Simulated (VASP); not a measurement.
Data:

```
InAs
1.0
    4.30939     0.00000     0.00000
   -2.15469     3.73204     0.00000
    0.00000     0.00000     7.08400
In As
2 2
Direct
  0.66667   0.33333   0.50062
  0.33333   0.66667   0.00062
  0.66667   0.33333   0.87488
  0.33333   0.66667   0.37488
```

These are r2SCAN meta-GGA, VASP's PBE PAW potentials (set 64) (plane waves; VASP 6.6.1) values and carry that method's errors. Settings: 400 eV cut-off, 7×7×4 Γ-centred mesh, tetrahedra with Blöchl corrections, potentials In_d As.

Unless said otherwise, spin-orbit coupling is left out, though it shifts the bands of the heavy elements here.

**Question.** What does the run give for the energy per atom (σ→0), band gap (over mesh and band path) with the smallest direct gap where there is one?

**Answer.** 
```yaml
band gap (over mesh and band path): 0.13 eV
smallest direct gap (over mesh and band path): 0.13 eV
energy per atom (σ→0): -19.021 eV/atom
```

The structure comes from a computed database's InAs entry (P6_3mc); how it stands against other phases isn't given here. It was relaxed first.
